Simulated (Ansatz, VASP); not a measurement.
**Cross-check of Ga2S3 between VASP and Ansatz**

One calculation is typed for both programs; each brings its own data sets. How far apart do they land? The cell is taken from a series of runs on this material, whose earlier steps may have relaxed, scaled, displaced or heated it; both programs get it as it stands.

Method: plane waves, with VASP 6.6.1 beside it; G0W0 gap at LDA, in Ansatz 0.2.0.

### 1. The structure

It takes space group Cc (No. 9, monoclinic). Conventional cell: a = 11.107 Å, b = 6.395 Å, c = 7.228 Å, α = 90.00°, β = 120.18°, γ = 90.00°. Ga has 4 S at 2.20 to 2.35 Å nearest. Ga has 4 S at 2.20 to 2.36 Å nearest. Nearest to S lie 2 Ga at 2.20 Å. Nearest to S lie 3 Ga at 2.31 to 2.36 Å. Nearest to S lie 3 Ga at 2.33 to 2.35 Å. Farther neighbours and most contacts between anions are not listed.

Coordinates:

```xyz
10
Lattice="5.5535 -3.1975 0.0000 5.5535 3.1975 0.0000 -3.6339 0.0000 6.2477" Properties=species:S:1:pos:R:3 pbc="T T T"
Ga    5.5597   -0.6104    0.7979
Ga    3.7428    0.6104    3.9217
Ga    1.8252   -0.4249    0.7229
Ga    0.0082    0.4249    3.8468
S     1.9286   -2.6428    6.2065
S     3.7455    2.6428    3.0826
S     1.9437   -0.5753    3.0774
S     0.1267    0.5753    6.2013
S     7.4288    0.5468    0.0214
S     5.6119   -0.5468    3.1453
```

### 2. VASP: G0W0 gap, LDA

Quasiparticle shifts depend on high empty states and on the cores, so they are the hardest test of two PAW sets.

Lines of VASP's logs that name or quote its potential files are left out, and so is its time.

The run reads the wave functions of an earlier VASP run, which isn't shown here.

File INCAR:

```
SYSTEM = Ga2S3
PREC = Accurate
ENCUT = 430
ISMEAR = 0
SIGMA = 0.01
LREAL = .FALSE.
GGA = CA
NBANDS = 846
ALGO = EVGW0
NELMGW = 1
ENCUTGW = 140
NOMEGA = 64
PRECFOCK = Fast
NBANDSGW = 52
LWAVE = .FALSE.
LCHARG = .FALSE.
```

File POSCAR:

```
Ga2S3
1.0
    5.5535000000     -3.1975000000      0.0000000000
    5.5535000000      3.1975000000      0.0000000000
   -3.6339226554      0.0000000000      6.2477126519
Ga S
4 6
Direct
    0.6377851262      0.4469014267      0.1277088642
    0.4469014267      0.6377851262      0.6277088642
    0.2686313705      0.1357323591      0.1157070365
    0.1357323591      0.2686313705      0.6157070365
    0.9119163865      0.0853808452      0.9933970419
    0.0853808452      0.9119163865      0.4933970419
    0.4261140010      0.2461876532      0.4925691787
    0.2461876532      0.4261140010      0.9925691787
    0.5844663433      0.7554644884      0.0034278786
    0.7554644884      0.5844663433      0.5034278786
```

File KPOINTS:

```
Automatic mesh
0
Gamma
2 2 2
0 0 0
```

The projector-augmented-wave data sets are Ga_d_GW and S_GW (LDA family, release 64).

The run is started by

```console
$ export OMP_NUM_THREADS=3
$ mpirun -np 1 vasp_std
```

Numbers of over 12 decimals in the logs are rounded to 6 here.

Log:

```text
[banner, memory and clock lines left out]
running    1 mpi-ranks, on    1 nodes
 distrk:  each k-point on    1 cores,    1 groups
 distr:  one band on    1 cores,    1 groups
 Offloading initialized ...    1 GPUs detected
 POSCAR found type information on POSCAR GaS
 POSCAR found :  2 types and      10 ions
|                                                                             |
|           W    W    AA    RRRRR   N    N  II  N    N   GGGG   !!!           |
|           W    W   A  A   R    R  NN   N  II  NN   N  G    G  !!!           |
|           W    W  A    A  R    R  N N  N  II  N N  N  G       !!!           |
|           W WW W  AAAAAA  RRRRR   N  N N  II  N  N N  G  GGG   !            |
|           WW  WW  A    A  R   R   N   NN  II  N   NN  G    G                |
|           W    W  A    A  R    R  N    N  II  N    N   GGGG   !!!           |
|                                                                             |
|     The default for ENCUTGWSOFT is different in this version of VASP.       |
|     please manually set ENCUTGWSOFT =140 in the INCAR file.                 |
|                                                                             |

 LDA part: xc-table for (Slater(with rela. corr.)+CA(PZ))
 , standard interpolation
 found WAVECAR, reading the header
 POSCAR, INCAR and KPOINTS ok, starting setup
 FFT: planning ... GRIDC
 FFT: planning ... GRID_SOFT
 FFT: planning ... GRID
 reading WAVECAR
 the WAVECAR file was read successfully
 initial charge from wavefunction
 available memory per node:   1677.31 GB, setting MAXMEM to   1717566

 The Fermi energy was updated, please check that it is located mid-gap
 values below the HOMO (VB) or above the LUMO (CB) will cause erroneous energies
 E-fermi :   3.6044

 calculate exact exchange contribution
 the WAVEDER file was read successfully
energies w=
    0.000    0.000    0.466    0.000    0.931    0.000    1.393    0.000
    1.853    0.000    2.308    0.000    2.759    0.000    3.205    0.000
    3.646    0.000    4.080    0.000    4.508    0.000    4.931    0.000
    5.347    0.000    5.758    0.000    6.164    0.000    6.565    0.000
    6.962    0.000    7.356    0.000    7.746    0.000    8.134    0.000
    8.521    0.000    8.907    0.000    9.294    0.000    9.681    0.000
   10.071    0.000   10.463    0.000   10.860    0.000   11.262    0.000
   11.671    0.000   12.088    0.000   12.514    0.000   12.950    0.000
   13.400    0.000   13.864    0.000   14.345    0.000   14.845    0.000
   15.366    0.000   15.913    0.000   16.487    0.000   17.094    0.000
   17.738    0.000   18.425    0.000   19.160    0.000   19.950    0.000
   20.806    0.000   21.738    0.000   22.758    0.000   23.882    0.000
   25.130    0.000   26.526    0.000   28.100    0.000   29.892    0.000
   31.954    0.000   34.352    0.000   37.180    0.000   40.566    0.000
   44.694    0.000   49.837    0.000   56.418    0.000   65.130    0.000
   77.193    0.000   94.969    0.000  123.718    0.000  177.984    0.000
 responsefunction array rank=     848
 LDA part: xc-table for (Slater(with rela. corr.)+CA(PZ))
 , standard interpolation

 min. memory requirement per mpi rank   2180.6 MB, per node   2180.6 MB

 allocating  64 responsefunctions rank=   848
 shmem allocating  64 responsefunctions rank=   848
 response function shared by NCSHMEM nodes    1
 Doing            64  frequencies on each core in blocks of            64
NQ=   1    0.0000    0.0000    0.0000,
|.........|.........|.........|.........|.........|.........|.........|.........
 performed       1092000 updates of chi_q(r,r)
 total number of BLAS operations       6181.70 Gflops
NQ=   2    0.5000    0.0000    0.0000,
|.........|.........|.........|.........|.........|.........|.........|.........
 performed       2360000 updates of chi_q(r,r)
 total number of BLAS operations      13206.28 Gflops
NQ=   3    0.5000    0.5000    0.0000,
|.........|.........|.........|.........|.........|.........|.........|.........
 performed       3452000 updates of chi_q(r,r)
 total number of BLAS operations      19491.32 Gflops
NQ=   4    0.0000    0.0000    0.5000,
|.........|.........|.........|.........|.........|.........|.........|.........
 performed       4544000 updates of chi_q(r,r)
 total number of BLAS operations      25746.75 Gflops
NQ=   5    0.5000    0.0000    0.5000,
|.........|.........|.........|.........|.........|.........|.........|.........
 performed       5812000 updates of chi_q(r,r)
 total number of BLAS operations      32975.42 Gflops
NQ=   6    0.5000    0.5000    0.5000,
|.........|.........|.........|.........|.........|.........|.........|.........
 performed       6904000 updates of chi_q(r,r)
 total number of BLAS operations      38967.49 Gflops
 resolving degeneracies of screened two electron integrals

 calculate QP shifts <psi_nk| G(iteration)W_0 |psi_nk>: iteration 1
 entering main loop
```

From OUTCAR (step 2):

```text
ion  position               nearest neighbor table
   1  0.638  0.447  0.128-   5 2.20   8 2.31   9 2.33  10 2.35
   2  0.447  0.638  0.628-   6 2.20   7 2.31  10 2.33   9 2.35
   3  0.269  0.136  0.116-   5 2.20   8 2.31   9 2.33   7 2.36
   4  0.136  0.269  0.616-   6 2.20   7 2.31  10 2.33   8 2.36
   5  0.912  0.085  0.993-   1 2.20   3 2.20
   6  0.085  0.912  0.493-   2 2.20   4 2.20
   7  0.426  0.246  0.493-   4 2.31   2 2.31   3 2.36
   8  0.246  0.426  0.993-   3 2.31   1 2.31   4 2.36
   9  0.584  0.755  0.003-   1 2.33   3 2.33   2 2.35
  10  0.755  0.584  0.503-   2 2.33   4 2.33   1 2.35

  LATTYP: Found a base centered monoclinic cell.
 ALAT       =    11.1070000000
 B/A-ratio  =     0.5757630323
 C/A-ratio  =     0.6507316536
 COS(beta)  =    -0.5027788207

 Subroutine GETGRP returns: Found  2 space group operations
 (whereof  1 operations were pure point group operations)

The static configuration has the point symmetry C_1 .
 The point group associated with its full space group is C_1h.

 Found      6 irreducible k-points:

   k-points           NKPTS =      6   k-points in BZ     NKDIM =      8   number of bands    NBANDS=    846

   dimension x,y,z NGX =    48 NGY =   48 NGZ =   50
   dimension x,y,z NGXF=    96 NGYF=   96 NGZF=  100

   ENCUT  =  430.0 eV  31.60 Ry    5.62 a.u.  10.83 10.83 12.22*2*pi/ulx,y,z

   NELECT =      88.0000    total number of electrons

  energy-cutoff  :      430.00
  volume of cell :      221.89
      direct lattice vectors                 reciprocal lattice vectors
     5.553500000 -3.197500000  0.000000000     0.090033312 -0.156372166  0.052367020
     5.553500000  3.197500000  0.000000000     0.090033312  0.156372166  0.052367020
    -3.633922655  0.000000000  6.247712652    -0.000000000  0.000000000  0.160058578

 k-points in reciprocal lattice and weights: Automatic mesh
   0.00000000  0.00000000  0.00000000       0.125
   0.50000000  0.00000000  0.00000000       0.250
   0.50000000  0.50000000  0.00000000       0.125
   0.00000000  0.00000000  0.50000000       0.125
   0.50000000  0.00000000  0.50000000       0.250
   0.50000000  0.50000000  0.50000000       0.125

 E-fermi :   3.6044

 QP shifts <psi_nk| G(iteration)W_0 |psi_nk>: iteration 1
 for sc-GW calculations column KS-energies equals QP-energies in previous step
 and V_xc(KS)=  KS-energies - (<T + V_ion + V_H > + <T+V_H+V_ion>^1  + <V_x>^1)
 k-point   1 :       0.0000    0.0000    0.0000
  band No.  KS-energies  QP-energies   sigma(KS)   V_xc(KS)     V^pw_x(r,r')   Z            occupation Imag(sigma)
    ...
     41       2.0290       1.3557     -14.1911     -13.2686     -16.2876       0.7298       2.0000       0.0687
     42       2.2786       1.6449     -14.5365     -13.6755     -16.4175       0.7360       2.0000       0.0627
     43       2.4506       1.7979     -14.3953     -13.5050     -16.3787       0.7331       2.0000       0.0652
     44       2.8527       2.1834     -14.1254     -13.2057     -16.1614       0.7277       2.0000       0.0674
     45       4.3561       5.0136     -10.9846     -11.8517      -7.1325       0.7583       0.0000      -0.0525
     46       5.3724       6.0928     -10.8443     -11.7966      -6.8371       0.7566       0.0000      -0.0576
     47       5.7121       6.3948     -10.9323     -11.8389      -6.8457       0.7531       0.0000      -0.0625
     48       5.8908       6.5777     -10.8763     -11.7891      -6.7212       0.7525       0.0000      -0.0641
    ...

 k-point   2 :       0.5000    0.0000    0.0000
  band No.  KS-energies  QP-energies   sigma(KS)   V_xc(KS)     V^pw_x(r,r')   Z            occupation Imag(sigma)
    ...
     41       1.5658       0.8968     -13.8711     -12.9517     -15.9878       0.7276       2.0000       0.0708
     42       1.6132       0.9457     -13.9475     -13.0322     -16.0653       0.7292       2.0000       0.0685
     43       1.7886       1.0940     -13.5173     -12.5503     -15.7845       0.7183       2.0000       0.0788
     44       2.7691       2.0800     -13.9743     -13.0244     -16.0879       0.7255       2.0000       0.0691
     45       5.0917       5.7353     -10.7646     -11.6138      -6.8577       0.7579       0.0000      -0.0569
     46       5.1751       5.8156     -10.6611     -11.5051      -6.7490       0.7589       0.0000      -0.0577
     47       5.7844       6.4899     -11.1499     -12.0899      -7.0940       0.7505       0.0000      -0.0606
     48       6.3494       7.0954     -11.2328     -12.2312      -6.9841       0.7472       0.0000      -0.0655
    ...

 k-point   3 :       0.5000    0.5000    0.0000
  band No.  KS-energies  QP-energies   sigma(KS)   V_xc(KS)     V^pw_x(r,r')   Z            occupation Imag(sigma)
    ...
     41       1.2807       0.5919     -13.6932     -12.7443     -15.9291       0.7260       2.0000       0.0719
     42       1.4726       0.8263     -14.0568     -13.1705     -16.1387       0.7293       2.0000       0.0695
     43       1.6210       0.9367     -13.5770     -12.6278     -15.8184       0.7209       2.0000       0.0788
     44       2.6459       1.9535     -13.8206     -12.8635     -15.9685       0.7235       2.0000       0.0702
     45       5.5133       6.2033     -11.1471     -12.0638      -7.1028       0.7526       0.0000      -0.0596
     46       5.6875       6.4152     -11.1907     -12.1599      -7.0823       0.7508       0.0000      -0.0607
     47       5.6989       6.3306     -10.2561     -11.0862      -6.3139       0.7609       0.0000      -0.0602
     48       6.2633       7.0159     -11.5430     -12.5528      -7.3510       0.7453       0.0000      -0.0644
    ...

 k-point   4 :       0.0000    0.0000    0.5000
  band No.  KS-energies  QP-energies   sigma(KS)   V_xc(KS)     V^pw_x(r,r')   Z            occupation Imag(sigma)
    ...
     41       1.9496       1.2935     -14.3979     -13.5042     -16.4172       0.7342       2.0000       0.0653
     42       1.9496       1.2935     -14.3979     -13.5042     -16.4172       0.7342       2.0000       0.0653
     43       2.4161       1.7350     -14.0835     -13.1467     -16.1830       0.7270       2.0000       0.0687
     44       2.4161       1.7350     -14.0835     -13.1467     -16.1830       0.7270       2.0000       0.0687
     45       5.7812       6.5306     -11.2481     -12.2464      -7.0968       0.7507       0.0000      -0.0607
     46       5.7812       6.5306     -11.2481     -12.2464      -7.0968       0.7507       0.0000      -0.0607
     47       6.4443       6.9422      -9.3099      -9.9609      -5.2136       0.7649       0.0000      -0.0686
     48       6.4443       6.9422      -9.3099      -9.9609      -5.2136       0.7649       0.0000      -0.0686
    ...

[... 2 further parts left out ...]
```

(Part 1 of 2 ends here.)

[Lines on the potential files, build, host, timing and source positions are cut from VASP's logs without a mark.]

[Logs are printed without paths, hosts, clocks, repeated set-up lines and the standing remarks that a program may print on its own settings, such as how far it seeks lower states.]

[Hosts, paths, dates, database ids (printed as entryN), source tags and the programs' standing remarks are cut or masked in the printed files.]
